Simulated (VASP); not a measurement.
# Na2ZrS2 (I4/mmm) in VASP: a series of runs

One crystal, Na2ZrS2, is run at these levels: PBE+U; tasks: relaxation of cell and atoms.

Program: VASP 6.6.1. These are calculated values, not measurements. Logs are shortened: lines on timing, memory, paths and dates and some standing lists are left out, and cuts for length are marked.

### Step 1. The structure

The structure is tetragonal, space group I4/mmm (No. 139). Conventional cell: a = 4.952 Å, b = 4.952 Å, c = 8.081 Å, α = 90.00°, β = 90.00°, γ = 90.00°. Around Na (site symmetry 4mm) lie 1 Na at 2.31 Å and 4 S at 2.62 Å. Zr (site symmetry 4/mmm) is surrounded by 2 Na at 2.88 Å and 8 S at 3.20 Å. S (site symmetry -4m2) has 4 Na at 2.62 Å as nearest neighbours.

The cell was built by a generator and needn't be a form met in nature.

### Step 2. Relaxation of cell and atoms, PBE+U

Input file INCAR:

```
SYSTEM = Na2ZrS2
ALGO = Normal ; EDIFF = 1E-6
EDIFFG = -0.005 ; ENCUT = 600
GGA = PE ; IBRION = 2
ISIF = 3 ; ISMEAR = -1
LASPH = .True. ; LCHARG = .False.
LDAU = .True. ; LDAUJ = 0 0 0
LDAUL = -1 2 -1 ; LDAUPRINT = 1
LDAUTYPE = 2 ; LDAUU = 0 2 0
LMAXMIX = 4 ; LREAL = .False.
LWAVE = .False. ; NELM = 80
NSW = 40 ; PREC = Accurate
SIGMA = 0.05
```

Input file KPOINTS:

```
k-points
0
Gamma
  6 6 6
  0 0 0
```

Input file POSCAR:

```
Na2ZrS2
1.0
   -2.4761800000      2.4761800000      4.0403500000
    2.4761800000     -2.4761800000      4.0403500000
    2.4761800000      2.4761800000     -4.0403500000
Na Zr S
2 1 2
Direct
    0.3567700000      0.3567700000      0.0000000000
    0.6432300000      0.6432300000      0.0000000000
    0.0000000000      0.0000000000      0.0000000000
    0.7500000000      0.2500000000      0.5000000000
    0.2500000000      0.7500000000      0.5000000000
```

Potentials or basis: VASP PAW PBE potentials, release 64 (Na_pv, Zr_sv, S).

Started as:

```sh
$ cat potpaw_PBE.64/Na_pv/POTCAR potpaw_PBE.64/Zr_sv/POTCAR potpaw_PBE.64/S/POTCAR > POTCAR
$ mpirun -np 1 vasp_std > vasp.out
```

OUTCAR:

```text
SYSTEM = Na2ZrS2
   EDIFF = 1E-6
   EDIFFG = -0.005
   ENCUT = 600
   GGA = PE
   IBRION = 2
   ISIF = 3
   ISMEAR = -1
   LASPH = .True.
   LREAL = .False.
   NELM = 80
   NSW = 40
   PREC = Accurate

 ion  position               nearest neighbor table
   1  0.357  0.357  0.000-   2 2.31   5 2.62   4 2.62   4 2.62   5 2.62   3 2.88
   2  0.643  0.643  0.000-   1 2.31   4 2.62   5 2.62   4 2.62   5 2.62   3 2.88
   3  0.000  0.000  0.000-   1 2.88   2 2.88   4 3.20   5 3.20   4 3.20   5 3.20   4 3.20   5 3.20
                             4 3.20   5 3.20
   4  0.750  0.250  0.500-   1 2.62   2 2.62   1 2.62   2 2.62   3 3.20   3 3.20   3 3.20   3 3.20

   5  0.250  0.750  0.500-   1 2.62   2 2.62   1 2.62   2 2.62   3 3.20   3 3.20   3 3.20   3 3.20

  LATTYP: Found a body centered tetragonal cell.
 ALAT       =     4.9523600000
 C/A-ratio  =     1.6316867110

  Lattice vectors:

 A1 = (  -2.4761800000,   2.4761800000,   4.0403500000)
 A2 = (   2.4761800000,  -2.4761800000,   4.0403500000)
 A3 = (   2.4761800000,   2.4761800000,  -4.0403500000)

Analysis of symmetry for initial positions (statically):
=====================================================================
 Subroutine PRICEL returns:
 Original cell was already a primitive cell.

 Routine SETGRP: Setting up the symmetry group for a
 body centered tetragonal supercell.

 Subroutine GETGRP returns: Found 16 space group operations
 (whereof 16 operations were pure point group operations)
 out of a pool of 16 trial point group operations.

The static configuration has the point symmetry D_4h.

Analysis of symmetry for dynamics (positions and initial velocities):
=====================================================================
 Subroutine PRICEL returns:
 Original cell was already a primitive cell.

 Routine SETGRP: Setting up the symmetry group for a
 body centered tetragonal supercell.

 Subroutine GETGRP returns: Found 16 space group operations
 (whereof 16 operations were pure point group operations)
 out of a pool of 16 trial point group operations.

The dynamic configuration has the point symmetry D_4h.

 Subroutine INISYM returns: Found 16 space group operations
 (whereof 16 operations are pure point group operations),
 and found     1 'primitive' translations

----------------------------------------------------------------------------------------

                                     Primitive cell

  volume of cell :      99.0931

  direct lattice vectors                    reciprocal lattice vectors
    -2.476180000  2.476180000  4.040350000     0.000000000  0.201923931  0.123751655
     2.476180000 -2.476180000  4.040350000     0.201923931  0.000000000  0.123751655
     2.476180000  2.476180000 -4.040350000     0.201923931  0.201923931  0.000000000

  length of vectors
     5.346715151  5.346715151  5.346715151     0.236828516  0.236828516  0.285563562

  position of ions in fractional coordinates (direct lattice)
     0.356770000  0.356770000  0.000000000
     0.643230000  0.643230000  0.000000000
     0.000000000  0.000000000  0.000000000
     0.750000000  0.250000000  0.500000000
     0.250000000  0.750000000  0.500000000

  ion indices of the primitive-cell ions
   primitive index   ion index
                 1           1
                 2           2
                 3           3
                 4           4
                 5           5

----------------------------------------------------------------------------------------

 KPOINTS: k-points

Automatic generation of k-mesh.
 Grid dimensions read from file:
 generate k-points for:    6    6    6

 Generating k-lattice:

  Cartesian coordinates                     Fractional coordinates (reciprocal lattice)
     0.000000000  0.033653989  0.020625276     0.166666667  0.000000000  0.000000000
     0.033653989  0.000000000  0.020625276     0.000000000  0.166666667  0.000000000
     0.033653989  0.033653989  0.000000000     0.000000000  0.000000000  0.166666667

  Length of vectors
     0.039471419  0.039471419  0.047593927

  Shift w.r.t. Gamma in fractional coordinates (k-lattice)
     0.000000000  0.000000000  0.000000000

 Subroutine IBZKPT returns following result:
 ===========================================

 Found     30 irreducible k-points:

 Following reciprocal coordinates:
            Coordinates               Weight
  0.000000  0.000000  0.000000      1.000000
  0.166667  0.000000 -0.000000      8.000000
  0.333333  0.000000  0.000000      8.000000
  0.500000  0.000000 -0.000000      4.000000
  0.166667  0.166667 -0.000000      8.000000
  0.333333  0.166667 -0.000000     16.000000
[... 16 lines left out ...]
 -0.333333 -0.333333  0.166667      8.000000
 -0.166667 -0.333333  0.166667      8.000000
 [... further k-points ...]
   k-points           NKPTS =     30   k-points in BZ     NKDIM =     30   number of bands    NBANDS=     23
   number of dos      NEDOS =    301   number of ions     NIONS =      5
   total plane-waves  NPLWV = 110592
   dimension x,y,z NGX =    48 NGY =   48 NGZ =   48
   dimension x,y,z NGXF=    96 NGYF=   96 NGZF=   96
   ions per type =               2   1   2
   NGX,Y,Z   is equivalent  to a cutoff of  14.92, 14.92, 14.92 a.u.
   NGXF,Y,Z  is equivalent  to a cutoff of  29.85, 29.85, 29.85 a.u.
 SYSTEM =  Na2ZrS2
   PREC   = accura    normal or accurate (medium, high low for compatibility)
   ISTART =      0    job   : 0-new  1-cont  2-samecut
   ICHARG =      2    charge: 1-file 2-atom 10-const
   ISPIN  =      1    spin polarized calculation?
   LNONCOLLINEAR =      F non collinear calculations
   LSORBIT =      F    spin-orbit coupling
   LASPH  =      T    aspherical Exc in radial PAW
   ENCUT  =  600.0 eV  44.10 Ry    6.64 a.u.  10.68 10.68 10.68*2*pi/ulx,y,z
   NELM   =     80;   NELMIN=  2; NELMDL= -5     # of ELM steps
   EDIFF  = 0.1E-05   stopping-criterion for ELM
   LREAL  =      F    real-space projection
   EDIFFG = -.5E-02   stopping-criterion for IOM
   NSW    =     40    number of steps for IOM
   IBRION =      2    ionic relax: 0-MD 1-quasi-New 2-CG
   NFREE  =      1    steps in history (QN), initial steepest desc. (CG)
   ISIF   =      3    stress and relaxation
   ISYM   =      2    0-nonsym 1-usesym 2-fastsym
   POTIM  = 0.5000    time-step for ionic-motion
   TEBEG  =    0.0;   TEEND  =   0.0 temperature during run
   PSTRESS=    0.0 pullay stress
   NELECT =      38.0000    total number of electrons
   NUPDOWN=      -1.0000    fix difference up-down
   EMIN   =  10.00;   EMAX   =-10.00  energy-range for DOS
   EFERMI =   0.00;   METHOD = LEGACY
   ISMEAR =    -1;   SIGMA  =   0.05  broadening in eV -4-tet -1-fermi 0-gaus
   EFERMI_NEDOS =   21; number of points for ismear=-14 and -15
   IALGO  =     38    algorithm
   IMIX   =      4    mixing-type and parameters
     AMIX     =   0.40;   BMIX     =  1.00
     AMIX_MAG =   1.60;   BMIX_MAG =  1.00
  volume/ion in A,a.u.               =      19.82       133.74
  Fermi-wavevector in a.u.,A,eV,Ry     =   1.189383  2.247607 19.247221  1.414631
  Thomas-Fermi vector in A             =   2.325491
   LORBIT       =      0    0 simple, 1 ext, 2 COOP (PROOUT), +10 PAW based schemes
 LDA+U is selected, type is set to LDAUTYPE =  2
   angular momentum for each species LDAUL =    -1    2   -1
   U (eV)           for each species LDAUU =   0.0  2.0  0.0
   J (eV)           for each species LDAUJ =   0.0  0.0  0.0
   GGA     = PE    functional components
   LHFCALC =     F    Hartree Fock is set to
   AEXX    =    0.0000 exact exchange contribution
   IVDW    =     0    specifies the selected vdW correction
   LEPSILON=     F    determine dielectric tensor
   LRPA    =     F    only Hartree local field effects (RPA)
 conjugate gradient relaxation of ions
 non-spin polarized calculation
  energy-cutoff  :      600.00
  volume of cell :       99.09
 maximum number of plane-waves:      3336
 NGX is ok and might be reduce to    48
   NGX = 21   NGY = 21   NGZ = 21

--------------------------------------- Ionic step        1  -------------------------------------------

 number of electron      38.0000001 magnetization

 Free energy of the ion-electron system (eV)
  ---------------------------------------------------
  ext. energy  EPLUGINS =         0.00000000
  ---------------------------------------------------
  free energy    TOTEN  =       -19.38241510 eV

  energy without entropy =      -19.33909218  energy(sigma->0) =      -19.36075364

------------------------ aborting loop because EDIFF is reached ----------------------------------------

  FORCE on cell =-STRESS in cart. coord.  units (eV):
  Direction    XX          YY          ZZ          XY          YZ          ZX
  --------------------------------------------------------------------------------------
  -------------------------------------------------------------------------------------
  Total       -1.3256540     -1.3256540      1.3673525      0.0000000      0.0000000     -0.0000000
  in kB      -21.4337111    -21.4337111     22.1079098      0.0000000      0.0000000     -0.0000000
  external PRESSURE =      -6.9198375 kB  Pullay stress =       0.0000000 kB
[... 215 lines left out ...]
  FREE ENERGIE OF THE ION-ELECTRON SYSTEM (eV)
  ---------------------------------------------------
  free  energy   TOTEN  =       -19.4142113661 eV

  energy  without entropy=      -19.3769139987  energy(sigma->0) =      -19.39556268

atom =   3  type =  2  l = 2

 onsite density matrix

spin component  1

  0.2913  0.0000 -0.0000  0.0000  0.0000
  0.0000  0.0870 -0.0000 -0.0000 -0.0000
 -0.0000 -0.0000  0.2069  0.0000  0.0000
  0.0000 -0.0000  0.0000  0.0870  0.0000
  0.0000 -0.0000  0.0000  0.0000  0.0598

spin component  2

  0.2913  0.0000 -0.0000  0.0000  0.0000
  0.0000  0.0870 -0.0000 -0.0000 -0.0000
 -0.0000 -0.0000  0.2069  0.0000  0.0000
  0.0000 -0.0000  0.0000  0.0870  0.0000
  0.0000 -0.0000  0.0000  0.0000  0.0598

 occupancies and eigenvectors

  o =  0.0598  v =  0.0000  0.0000 -0.0000 -0.0000  1.0000  0.0000  0.0000  0.0000  0.0000  0.0000      0.0000  0.0000  0.0000  0.0000  0.0000  0.0000  0.0000  0.0000  0.0000  0.0000
  o =  0.0598  v =  0.0000  0.0000  0.0000  0.0000  0.0000  0.0000  0.0000 -0.0000 -0.0000  1.0000      0.0000  0.0000  0.0000  0.0000  0.0000  0.0000  0.0000  0.0000  0.0000  0.0000
  o =  0.0870  v =  0.0000 -0.2124 -0.0000  0.9772  0.0000  0.0000  0.0000  0.0000  0.0000  0.0000      0.0000  0.0000  0.0000  0.0000  0.0000  0.0000  0.0000  0.0000  0.0000  0.0000
  o =  0.0870  v =  0.0000  0.0000  0.0000  0.0000  0.0000  0.0000 -0.9772 -0.0000 -0.2124  0.0000      0.0000  0.0000  0.0000  0.0000  0.0000  0.0000  0.0000  0.0000  0.0000  0.0000
  o =  0.0870  v =  0.0000  0.0000  0.0000  0.0000  0.0000  0.0000 -0.2124 -0.0000  0.9772  0.0000      0.0000  0.0000  0.0000  0.0000  0.0000  0.0000  0.0000  0.0000  0.0000  0.0000
  o =  0.0870  v =  0.0000 -0.9772 -0.0000 -0.2124  0.0000  0.0000  0.0000  0.0000  0.0000  0.0000      0.0000  0.0000  0.0000  0.0000  0.0000  0.0000  0.0000  0.0000  0.0000  0.0000
  o =  0.2069  v =  0.0000  0.0000 -1.0000 -0.0000 -0.0000  0.0000  0.0000  0.0000  0.0000  0.0000      0.0000  0.0000  0.0000  0.0000  0.0000  0.0000  0.0000  0.0000  0.0000  0.0000
  o =  0.2069  v =  0.0000  0.0000  0.0000  0.0000  0.0000  0.0000  0.0000 -1.0000 -0.0000 -0.0000      0.0000  0.0000  0.0000  0.0000  0.0000  0.0000  0.0000  0.0000  0.0000  0.0000
  o =  0.2913  v =  1.0000  0.0000  0.0000  0.0000  0.0000  0.0000  0.0000  0.0000  0.0000  0.0000      0.0000  0.0000  0.0000  0.0000  0.0000  0.0000  0.0000  0.0000  0.0000  0.0000
  o =  0.2913  v =  0.0000  0.0000  0.0000  0.0000  0.0000  1.0000  0.0000  0.0000  0.0000  0.0000      0.0000  0.0000  0.0000  0.0000  0.0000  0.0000  0.0000  0.0000  0.0000  0.0000

--------------------------------------- Ionic step        7  -------------------------------------------

 number of electron      37.9999991 magnetization

 Free energy of the ion-electron system (eV)
  ---------------------------------------------------
  ext. energy  EPLUGINS =         0.00000000
  ---------------------------------------------------
  free energy    TOTEN  =       -19.41425407 eV

  energy without entropy =      -19.37701155  energy(sigma->0) =      -19.39563281

 E-fermi :   5.7947     XC(G=0):  -9.7447

 val. band max:        5.7785742681   @ k =   0.0000   0.0000   0.0000
 cond. band min:       5.8264643681   @ k =  -0.3333   0.3333   0.0000
 fundamental gap:      0.0478901001
 Fermi energy:         5.7946948374

 k-point     1 :       0.0000    0.0000    0.0000
  band No.  band energies     occupation
      1     -45.1158      2.00000
      2     -23.1555      2.00000
      3     -23.0073      2.00000
      4     -23.0073      2.00000
      5     -19.0917      2.00000
      6     -18.6598      2.00000
[... 613 lines left out ...]
     22       7.3411      0.00000
     23       7.7427      0.00000

 [... further k-points ...]

------------------------ aborting loop because EDIFF is reached ----------------------------------------

  FORCE on cell =-STRESS in cart. coord.  units (eV):
  Direction    XX          YY          ZZ          XY          YZ          ZX
  --------------------------------------------------------------------------------------
  -------------------------------------------------------------------------------------
  Total        0.0052120      0.0052120     -0.0103034      0.0000000      0.0000000      0.0000000
  in kB        0.0852675      0.0852675     -0.1685628      0.0000000      0.0000000      0.0000000
  external PRESSURE =       0.0006574 kB  Pullay stress =       0.0000000 kB
[... 20 lines left out ...]
  FREE ENERGIE OF THE ION-ELECTRON SYSTEM (eV)
  ---------------------------------------------------
  free  energy   TOTEN  =       -19.4142540749 eV

  energy  without entropy=      -19.3770115519  energy(sigma->0) =      -19.39563281

 reached required accuracy - stopping structural energy minimisation
```

Run time: 12 min. Hardware: 1 thread of AMD EPYC 7R13 (Zen 3), shared host; peak memory 0.35 GiB.

What came out:

```yaml
Free_energy: -19.4143 eV
Relaxed_volume: 19.59 Å³/atom
Relaxed_cell: a = 5.366 Å, b = 5.366 Å, c = 5.366 Å, α = 125.87°, β = 125.87°, γ = 80.10°
Space_group_after_relaxing_to_0.05_Å: I4/mmm (No. 139)
Energy_gained_by_relaxing: 6.4 meV/atom
Ionic_steps: 7
Pressure_after_relaxing: 0.0 GPa
Band_gap_on_the_k_mesh: none (metal or under the smearing width)
```

The path:
| step | energy change (eV) | largest force (eV/Å) | pressure (GPa) | volume (Å³) |
| --- | --- | --- | --- | --- |
| 1 | 0.0000 | 0.1055 | -0.69 | 99.09 |
| 2 | -0.0299 | 0.1087 | 0.12 | 97.85 |
| 3 | -0.0303 | 0.1102 | 0.24 | 97.68 |
| 4 | -0.0315 | 0.0494 | -0.01 | 98.06 |
| 5 | -0.0316 | 0.0255 | -0.11 | 98.21 |
| 6 | -0.0318 | 0.0115 | -0.04 | 98.05 |
| 7 | -0.0318 | 0.0010 | 0.00 | 97.93 |

Final structure:
```
CELL_PARAMETERS angstrom
-2.44137 2.44137 4.10774
2.44137 -2.44137 4.10774
2.44137 2.44137 -4.10774
ATOMIC_POSITIONS crystal
Na 0.35890 0.35890 0.00000
Na 0.64110 0.64110 0.00000
Zr 0.00000 0.00000 0.00000
S 0.75000 0.25000 0.50000
S 0.25000 0.75000 0.50000
```

Eigenvalues of the final occupation matrices:
```
    site  spin  trace               eigenvalues
site 3 d     1   0.73  0.06 0.09 0.09 0.21 0.29
site 3 d     2   0.73  0.06 0.09 0.09 0.21 0.29
```

Caveat: U without spin polarisation on a metal has little footing.

### Step 3. Relaxation of cell and atoms, PBE+U

Edit INCAR of step 2 so:

```diff
@@ -8,3 +8,3 @@
 LDAUL = -1 2 -1 ; LDAUPRINT = 1
-LDAUTYPE = 2 ; LDAUU = 0 2 0
+LDAUTYPE = 2 ; LDAUU = 0 3 0
 LMAXMIX = 4 ; LREAL = .False.
```

KPOINTS is that of step 2.

POSCAR is that of step 2.

Potentials or basis: VASP PAW PBE potentials, release 64 (Na_pv, Zr_sv, S).

Started as:

```sh
$ cat potpaw_PBE.64/Na_pv/POTCAR potpaw_PBE.64/Zr_sv/POTCAR potpaw_PBE.64/S/POTCAR > POTCAR
$ mpirun -np 1 vasp_std > vasp.out
```

Wall time 13 min (1 thread of AMD EPYC 7R13 (Zen 3), shared host); peak memory 0.34 GiB.

The run converged. Its results:

```yaml
Free_energy: -18.8403 eV
Relaxed_volume: 19.69 Å³/atom
Relaxed_cell: a = 5.379 Å, b = 5.379 Å, c = 5.379 Å, α = 125.97°, β = 125.97°, γ = 79.94°
Space_group_after_relaxing_to_0.05_Å: I4/mmm (No. 139)
Energy_gained_by_relaxing: 7.3 meV/atom
Ionic_steps: 7
Pressure_after_relaxing: 0.0 GPa
Largest_force_after_relaxing: 0.005 eV/Å
Band_gap_on_the_k_mesh: none (metal or under the smearing width)
```

Forces on the atoms (eV/Å):
```
Na   0.000  0.000  0.005
Na   0.000  0.000 -0.005
Zr   0.000  0.000  0.000
S    0.000  0.000  0.000
S    0.000  0.000  0.000
```

The path:
```tsv
step	energy change (eV)	largest force (eV/Å)	pressure (GPa)	volume (Å³)
1	0.0000	0.1488	-0.46	99.09
2	-0.0341	0.1159	0.16	98.25
3	-0.0348	0.1120	0.27	98.12
4	-0.0361	0.0488	-0.03	98.57
5	-0.0361	0.0300	-0.12	98.71
6	-0.0363	0.0141	-0.04	98.54
7	-0.0364	0.0050	-0.02	98.45
```

Final structure:
```
Na Zr S
1.0
    -2.44339    2.44339    4.12264
     2.44339   -2.44339    4.12264
     2.44339    2.44339   -4.12264
Na Zr S
2 1 2
Direct
  0.35917 0.35917 0.00000
  0.64083 0.64083 0.00000
  0.00000 0.00000 0.00000
  0.75000 0.25000 0.50000
  0.25000 0.75000 0.50000
```

Levels at points of the mesh, in eV from the Fermi level:
| k point | band 16 | band 17 | band 18 | band 19 | band 20 | band 21 | band 22 | band 23 |
| --- | --- | --- | --- | --- | --- | --- | --- | --- |
| (0.00, 0.00, 0.00) | -3.10 | -1.68 | -1.68 | -0.99 | -0.04 | 0.41 | 2.36 | 2.36 |
| (0.50, 0.00, 0.00) | -3.66 | -3.35 | -3.21 | -0.07 | 0.21 | 1.24 | 2.06 | 2.30 |
| (0.50, 0.50, 0.00) | -3.01 | -1.65 | -1.24 | -0.89 | 0.55 | 1.21 | 1.88 | 2.09 |
| (0.50, 0.50, 0.50) | -2.01 | -2.01 | -1.99 | -0.56 | 0.32 | 0.84 | 1.36 | 1.36 |

Eigenvalues of the final occupation matrices:
```tsv
site	spin	trace	eigenvalues
site 3 d	1	0.71	0.05 0.08 0.08 0.18 0.32
site 3 d	2	0.71	0.05 0.08 0.08 0.18 0.32
```

Caveat: U without spin polarisation on a metal has little footing.

(Continued in part 2 of 2.)
